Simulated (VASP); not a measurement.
Output of a VASP run:

OSZICAR:
```
       N       E                     dE             d eps       ncg     rms          rms(c)
DAV:   1     0.416460585066E+03    0.41646E+03   -0.25732E+04  3360   0.130E+03
DAV:   2    -0.224994726620E+02   -0.43896E+03   -0.42724E+03  3582   0.372E+02
DAV:   3    -0.492132577261E+02   -0.26714E+02   -0.26431E+02  3754   0.812E+01
DAV:   4    -0.499523313163E+02   -0.73907E+00   -0.73601E+00  3714   0.130E+01
DAV:   5    -0.499725061169E+02   -0.20175E-01   -0.20154E-01  3850   0.207E+00    0.372E+01
DAV:   6    -0.477785287857E+02    0.21940E+01   -0.19810E+01  3402   0.244E+01    0.131E+01
DAV:   7    -0.474163143895E+02    0.36221E+00   -0.84306E+00  3380   0.151E+01    0.845E+00
DAV:   8    -0.470942743023E+02    0.32204E+00   -0.14447E+00  3746   0.673E+00    0.290E+00
DAV:   9    -0.471037540821E+02   -0.94798E-02   -0.17051E-01  3960   0.190E+00    0.130E+00
DAV:  10    -0.470959013029E+02    0.78528E-02   -0.51948E-02  3624   0.132E+00    0.377E-01
DAV:  11    -0.470960438969E+02   -0.14259E-03   -0.19555E-03  3682   0.248E-01    0.248E-01
DAV:  12    -0.470959193003E+02    0.12460E-03   -0.56284E-04  3584   0.123E-01    0.694E-02
DAV:  13    -0.470959035784E+02    0.15722E-04   -0.75233E-05  3790   0.469E-02    0.372E-02
DAV:  14    -0.470959081686E+02   -0.45902E-05   -0.28587E-05  3752   0.265E-02    0.154E-02
DAV:  15    -0.470959085571E+02   -0.38852E-06   -0.27049E-06  3088   0.922E-03
   1 F= -.47095909E+02 E0= -.47095909E+02  d E =-.732513E-31  mag=     0.0000    -0.0000    -0.0000
       N       E                     dE             ncg
       N       E                     dE             ncg
```

### OUTCAR
```
------------------------ aborting loop because EDIFF is reached ----------------------------------------
  FORCE on cell =-STRESS in cart. coord.  units (eV):
  Direction    XX          YY          ZZ          XY          YZ          ZX
  --------------------------------------------------------------------------------------
  Total        0.0377919      0.0377919      0.0370199      0.0000000     -0.0000000      0.0000000
  in kB        0.5724833      0.5724832      0.5607893      0.0000000     -0.0000000      0.0000000
  external PRESSURE =       0.5685852 kB  Pullay stress =       0.0000000 kB
  volume of cell :      105.77
      direct lattice vectors                 reciprocal lattice vectors
     1.569324759 -2.718149945  0.000000000     0.318608368 -0.183948645  0.000000000
     1.569324759  2.718149945  0.000000000     0.318608368  0.183948645  0.000000000
     0.000000000  0.000000000 12.397395614     0.000000000  0.000000000  0.080662103
 POSITION                                       TOTAL-FORCE (eV/Angst)
 -----------------------------------------------------------------------------------
      1.56932      0.90605      3.09935         0.000000     -0.000000      0.000000
      1.56932     -0.90605      9.29805        -0.000000      0.000000     -0.000000
      1.56932      0.90605     10.85772        -0.000000      0.000000     -0.001904
      1.56932     -0.90605      4.65903         0.000000     -0.000000     -0.001904
      1.56932     -0.90605      1.53967         0.000000      0.000000      0.001904
      1.56932      0.90605      7.73837         0.000000      0.000000      0.001904
 -----------------------------------------------------------------------------------
    total drift:                                0.000218      0.000000      0.000000
  FREE ENERGIE OF THE ION-ELECTRON SYSTEM (eV)
  ---------------------------------------------------
  free  energy   TOTEN  =       -47.0959085571 eV

  energy  without entropy=      -47.0959085571  energy(sigma->0) =      -47.09590856

 Ion:    1  E_soc:     -0.1918321

 Ion:    2  E_soc:     -0.1918321

 Ion:    3  E_soc:     -0.0022521

 Ion:    4  E_soc:     -0.0022521

 Ion:    5  E_soc:     -0.0022521

 Ion:    6  E_soc:     -0.0022521
```
(Selected blocks of OUTCAR.)

POSCAR:
```
MoS2
1
    1.5693247587    -2.7181499453    -0.0000000000
    1.5693247587     2.7181499453    -0.0000000000
   -0.0000000000     0.0000000000    12.3973956137
Mo S
2 4
Direct
  0.3333330000   0.6666670000   0.2500000000
  0.6666670000   0.3333330000   0.7500000000
  0.3333330000   0.6666670000   0.8758068873
  0.6666670000   0.3333330000   0.3758068873
  0.6666670000   0.3333330000   0.1241931127
  0.3333330000   0.6666670000   0.6241931127
```

**Question.** Write an INCAR and KPOINTS that could have produced this output.

**Answer.** One answer among several that fit: the input of the run itself, PBEsol GGA with spin-orbit coupling, plane waves, VASP's PBE PAW potentials (set 64).

### KPOINTS_OPT
```
k-points along high-symmetry lines
5
Line-mode
Reciprocal
  0.000000   0.000000   0.000000 ! GAMMA
  0.000000   0.500000   0.000000 ! M

  0.000000   0.500000   0.000000 ! M
 -0.333333   0.666667   0.000000 ! K

 -0.333333   0.666667   0.000000 ! K
  0.000000   0.000000   0.000000 ! GAMMA

  0.000000   0.000000   0.000000 ! GAMMA
  0.000000   0.000000   0.500000 ! A

  0.000000   0.000000   0.500000 ! A
  0.000000   0.500000   0.500000 ! L

  0.000000   0.500000   0.500000 ! L
 -0.333333   0.666667   0.500000 ! H

 -0.333333   0.666667   0.500000 ! H
  0.000000   0.000000   0.500000 ! A

  0.000000   0.500000   0.500000 ! L
  0.000000   0.500000   0.000000 ! M

 -0.333333   0.666667   0.500000 ! H
 -0.333333   0.666667   0.000000 ! K
```

INCAR:
```
# general
SYSTEM    =MoS2
PREC      =Accurate
ENCUT     =400
LREAL     =.False.   # projection in real space or not
LASPH     =.True.

# electronic loop
EDIFF     =1E-6
NELM      =100
ALGO      =Normal   # blocked Davidson
LMAXMIX   =4

# smearing
ISMEAR    =0
SIGMA     =0.05   # width (eV)

# functional
GGA       =PS   # PBEsol
GGA_COMPAT=.False.

# spin
MAGMOM    =0 0 0 0 0 0 0 0 0 0 0 0 0 0 0 0 0 0
LSORBIT   =.True.

# output
LWAVE     =.False.
LCHARG    =.False.
```

**KPOINTS**
```
Automatic mesh
0
Gamma
9 9 2
0 0 0
```

POTCAR, in this order: Mo_sv S (PBE.64 set). Program: vasp_ncl.

Without a dispersion term in the relaxation, distances and binding between the weakly bound layers, chains or molecules are unreliable, and so is what depends on them.

The compound is MoS2 in the 2H layered structure. It was relaxed first.
